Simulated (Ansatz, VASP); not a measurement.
# Moving the dispersion correction in Y3F

The cell as given:

```yaml
crystal:
  lattice:
    - [6.26665, 0.00000, 0.00000]
    - [-3.13333, 5.42708, 0.00000]
    - [0.00000, 0.00000, 3.36199]
  atoms:
    - { symbol: Y, position: [0.50000, 0.00000, 0.00000] }
    - { symbol: Y, position: [0.00000, 0.50000, 0.00000] }
    - { symbol: Y, position: [0.50000, 0.50000, 0.00000] }
    - { symbol: F, position: [0.00000, 0.00000, 0.00000] }
```

The cell comes from a database or a generator and needn't be the stable form of this composition.

Kept alike: task relaxation of cell and atoms; functional BLYP; k mesh 4 × 4 × 6; occupations fermi-dirac, width 0.05 eV; no spin polarisation. Program: Ansatz, Ansatz PAW, cutoff 420 eV. The mesh is that of the run's cell of 4 atoms. No spin-orbit coupling.

| dispersion correction | volume (Å³/atom) | first edge of the run's cell (Å) | third edge of the run's cell (Å) |
| --- | --- | --- | --- |
| D3(BJ) | 26.341 | 6.112 | 3.257 |
| D4 | 28.006 | 6.238 | 3.324 |
| none | 29.867 | 6.361 | 3.409 |

The relaxations keep at least the cell's symmetry (P6/mmm). For a metal such a mesh leaves the last digits unconverged. Relaxations stop with a little pressure left, so the last digits of a volume or edge aren't settled. Ansatz's relaxations hold a Pulay term in the stress (up to 0.2 GPa here). All rows use potentials made for PBE.

Question: What does the dispersion correction change here?

Answer: The volume runs from 26.341 (D3(BJ)) to 29.867 Å³/atom (none). Against no correction: D3(BJ) -11.8 %; D4 -6.2 %. Dispersion terms mostly attract and so lower the volume; the schemes' coefficients and damping set how far. A twin series (VASP, PBE PAW files F, Y_sv, 600 eV) moves it by +3.5562 between D3(BJ) and none, against +3.5257 Å³/atom here. The first edge of the run's cell runs from 6.112 (D3(BJ)) to 6.361 Å (none). A twin series (VASP, PBE PAW files F, Y_sv, 600 eV) moves it by +0.2550 between D3(BJ) and none, against +0.2493 Å here. The third edge of the run's cell runs from 3.257 (D3(BJ)) to 3.409 Å (none). A twin series (VASP, PBE PAW files F, Y_sv, 600 eV) moves it by +0.1508 between D3(BJ) and none, against +0.1522 Å here.

Dispersion shrinks the cell in all directions, slightly more along the stacking axis than in the plane. This is not the closing of a van der Waals gap: the short third edge places yttrium atoms of successive layers within metallic bonding range, so the attraction compresses a connected Y framework. Fluorine sits at the centre of a hexagon of yttrium, half the first edge from each neighbour. That is well beyond a normal Y–F bond, and symmetry prevents it from moving off-centre to form shorter ones. Cohesion therefore probably rests largely on Y–Y bonding.

The size of the contraction suggests that the correction also offsets BLYP's tendency to underbind metals, rather than adding only long-range attraction. Pairwise terms built on atomic polarisabilities describe screening by conduction electrons poorly, and D4's charge-dependent coefficients may explain its milder pull. The close match with the twin series indicates that the shift is insensitive to the change of program, but it doesn't show which correction gives the more realistic volume.
